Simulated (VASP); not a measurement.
Wanted: the native input for a VASP 6.6.1 run.

```yaml
Task: relaxation of cell and atoms
Functional: PBE
Potentials_or_basis: VASP PAW PBE potentials, release 64 (In_d, Ga_d, O)
Cutoff: 520 eV
k_mesh: 10 × 10 × 6
Occupations: gaussian, width 0.1 eV
Spin: no spin polarisation
Further_INCAR_settings: ALGO = Normal; EDIFF = 1e-06; IBRION = 2; EDIFFG = -0.01; NSW = 90; ISIF = 3
```

The structure of InGaO2 lies in POSCAR:

```
InGaO2
1.0
    3.1910000000      0.0000000000      0.0000000000
    0.0000000000      3.1910000000      0.0000000000
    0.0000000000      0.0000000000      6.1180000000
In Ga O
1 1 2
Direct
    0.0000000000      0.0000000000      0.0000000000
    0.5000000000      0.5000000000      0.5000000000
    0.0000000000      0.5000000000      0.3326250400
    0.5000000000      0.0000000000      0.6673749600
```

The cell was built by a generator and needn't be a form met in nature.

These files were run (other wordings do the same):

INCAR

```
PREC = Accurate
ENCUT = 520
EDIFF = 1E-6
ISMEAR = 0
SIGMA = 0.1
LREAL = F
LASPH = T
NELM = 120
ALGO = Normal
ISIF = 3
LWAVE = F
LCHARG = F
GGA = PE
IBRION = 2
NSW = 90
EDIFFG = -0.01
KPAR = 4
```

KPOINTS

```
regular mesh
0
Gamma
  10 10 6
```

Potentials or basis: VASP PAW PBE potentials, release 64 (In_d, Ga_d, O).

Command:

```sh
$ cat potpaw_PBE.64/In_d/POTCAR potpaw_PBE.64/Ga_d/POTCAR potpaw_PBE.64/O/POTCAR > POTCAR
$ mpirun -np 4 vasp_std > vasp.out
```

It gave:

```json
{"Relaxed volume": "15.50 Å³/atom", "Relaxed cell": "a = 3.148 Å, b = 3.148 Å, c = 6.257 Å, α = 90.00°, β = 90.00°, γ = 90.00°", "Space group after relaxing (to 0.05 Å)": "P-4m2 (No. 115)", "Energy gained by relaxing": "3.5 meV/atom", "Ionic steps": "9", "Pressure after relaxing": "0.0 GPa", "Largest force after relaxing": "0.007 eV/Å", "Band gap on the k mesh": "none (metal or under the smearing width)"}
```

Run time: 120 s on 4 MPI ranks on Intel(R) Xeon(R) Platinum 8488C (Sapphire Rapids) (shared host), peak memory 0.28 GiB a rank.
